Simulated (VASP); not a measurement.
OSZICAR of a VASP run on FePt (L1_0):

**OSZICAR**
```
       N       E                     dE             d eps       ncg     rms          rms(c)
DAV:   1     0.772850902536E+02    0.77285E+02   -0.74523E+03 15428   0.108E+03
DAV:   2    -0.135791251463E+02   -0.90864E+02   -0.81288E+02 15099   0.229E+02
DAV:   3    -0.161559365746E+02   -0.25768E+01   -0.25084E+01 18650   0.466E+01
DAV:   4    -0.161835409817E+02   -0.27604E-01   -0.27596E-01 16875   0.417E+00
DAV:   5    -0.161843221692E+02   -0.78119E-03   -0.78118E-03 19732   0.790E-01    0.164E+01
DAV:   6    -0.174459250696E+02   -0.12616E+01   -0.15239E+01 15870   0.856E+01    0.246E+01
DAV:   7    -0.148848624208E+02    0.25611E+01   -0.86826E+00 18892   0.807E+01    0.842E+00
DAV:   8    -0.148638146096E+02    0.21048E-01   -0.47555E-01 17681   0.105E+01    0.402E+00
DAV:   9    -0.147860561706E+02    0.77758E-01   -0.12110E-01 21508   0.736E+00    0.181E+00
DAV:  10    -0.147772319870E+02    0.88242E-02   -0.41986E-02 22489   0.398E+00    0.710E-01
DAV:  11    -0.147758953456E+02    0.13366E-02   -0.44714E-03 21664   0.126E+00    0.268E-01
DAV:  12    -0.147757580850E+02    0.13726E-03   -0.41641E-04 19545   0.283E-01    0.853E-02
DAV:  13    -0.147757545414E+02    0.35436E-05   -0.38185E-05 19198   0.123E-01    0.393E-02
DAV:  14    -0.147757527609E+02    0.17805E-05   -0.80197E-06 19252   0.577E-02    0.149E-02
DAV:  15    -0.147757535510E+02   -0.79013E-06   -0.24316E-06 12690   0.313E-02
   1 F= -.14775754E+02 E0= -.14775498E+02  d E =-.766800E-03  mag=     3.3485
```

Q: Which electronic solver shows in the log?

A: It is blocked Davidson (ALGO = Normal, or the opening steps of other solvers). The INCAR had ALGO = Normal.

Q: How was spin treated?

A: Collinear spin (ISPIN = 2): the summary line carries one mag value, 3.35 μB in the cell.

Q: Can the final energy be trusted as converged?

A: The run converged. It stopped with EDIFF = 1E-6, NELM = 100 (PBE GGA, plane waves, VASP's PBE PAW potentials (set 64)).

The compound is FePt in the L1_0 structure. The cell was not relaxed at this level, atoms are displaced from their ideal sites. The run is one of a series of settings (LREAL = Auto against the base run), some of them coarse on purpose.
